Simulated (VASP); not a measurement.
An input for Quantum ESPRESSO's pw.x (written as the equivalent of a VASP run, and not itself run):

```
&CONTROL
  calculation = 'scf'
  pseudo_dir = './pseudo'
  outdir = './out'
  tprnfor = .true.
  tstress = .true.
/
&SYSTEM
  ibrav = 0
  nat = 5
  ntyp = 3
  ecutwfc = 84
  occupations = 'smearing'
  smearing = 'fermi-dirac'
  degauss = 0.003675
  input_dft = 'pbesol'
/
&ELECTRONS
  conv_thr = 7.3e-08
  electron_maxstep = 100
/
ATOMIC_SPECIES
  K 39.098 K.upf
  Mg 24.305 Mg.upf
  F 18.998 F.upf
CELL_PARAMETERS angstrom
     3.9900000    0.0000000    0.0000000
     0.0000000    3.9900000    0.0000000
     0.0000000    0.0000000    3.9900000
ATOMIC_POSITIONS crystal
  K    0.0000000  0.0000000  0.0000000
  Mg   0.5000000  0.5000000  0.5000000
  F    0.5000000  0.0000000  0.5000000
  F    0.0000000  0.5000000  0.5000000
  F    0.5000000  0.5000000  0.0000000
K_POINTS automatic
  8 8 8 0 0 0
```

**Question.** Translate this input to VASP (INCAR, KPOINTS, POSCAR, choice of POTCAR).

**Answer.** Several could match; the one computed here: 
POSCAR:
```
KMgF3
3.990
  1.0000000000   0.0000000000   0.0000000000
  0.0000000000   1.0000000000   0.0000000000
  0.0000000000   0.0000000000   1.0000000000
K Mg F
1 1 3
Direct
  0.0000000000   0.0000000000   0.0000000000
  0.5000000000   0.5000000000   0.5000000000
  0.5000000000   0.0000000000   0.5000000000
  0.0000000000   0.5000000000   0.5000000000
  0.5000000000   0.5000000000   0.0000000000
```

KPOINTS:
```
Automatic mesh
0
Gamma
8 8 8
0 0 0
```

**INCAR**
```
# general
SYSTEM = KMgF3
PREC   = Accurate
ENCUT  = 400
LREAL  = .False.
LASPH  = .True.

# electronic loop
EDIFF  = 1E-6
NELM   = 100
ALGO   = Normal

# smearing
ISMEAR = -1
SIGMA  = 0.05

# functional
GGA    = PS

# ions
ISIF   = 2

# output
LWAVE  = .False.
LCHARG = .False.
```

POTCAR, in this order: K_sv Mg F (PBE.64 set). Program: vasp_std.

What does not carry over: the potentials are each code's own (VASP's PAW set, PseudoDojo norm-conserving files in pw.x), so ENCUT and ecutwfc are chosen apart and not converted; conv_thr bounds pw.x's estimated SCF error, while EDIFF bounds the energy change between steps.

The structure is a typed KMgF3 crystal (Pm-3m). The cell was not relaxed at this level.
